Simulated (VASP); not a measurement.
Input:

```yaml
crystal:
  lattice:
    - [-2.46799, 2.46799, 4.86286]
    - [2.46799, -2.46799, 4.86286]
    - [2.46799, 2.46799, -4.86286]
  atoms:
    - { symbol: Zn, position: [0.00000, 0.00000, 0.00000] }
    - { symbol: Zn, position: [0.75000, 0.25000, 0.50000] }
    - { symbol: Ge, position: [0.50000, 0.50000, 0.00000] }
    - { symbol: Ge, position: [0.25000, 0.75000, 0.50000] }
    - { symbol: P, position: [0.87500, 0.87885, 0.50385] }
    - { symbol: P, position: [0.12115, 0.62500, 0.99615] }
    - { symbol: P, position: [0.37500, 0.37115, 0.49615] }
    - { symbol: P, position: [0.62885, 0.12500, 0.00385] }
```

These are PBEsol GGA, VASP's PBE PAW potentials (set 64) (plane waves; VASP) values and carry that method's errors. Settings: 500 eV cut-off, 6×6×6 Γ-centred mesh, Gaussian smearing of 0.050 eV, potentials Zn Ge_d P.

Predict the energy per atom (σ→0), pressure, band gap (on the k-mesh) with the smallest direct gap where there is one.

```json
{
 "band gap (on the k-mesh)": "0.46 eV",
 "smallest direct gap (on the k-mesh)": "0.46 eV",
 "energy per atom (σ→0)": "-4187 meV/atom",
 "pressure": "44.97 GPa"
}
```

Only differences to runs with the same potentials and settings are physical.

The compound is ZnGeP2 in the chalcopyrite structure. It was relaxed first under an external pressure of 45 GPa.
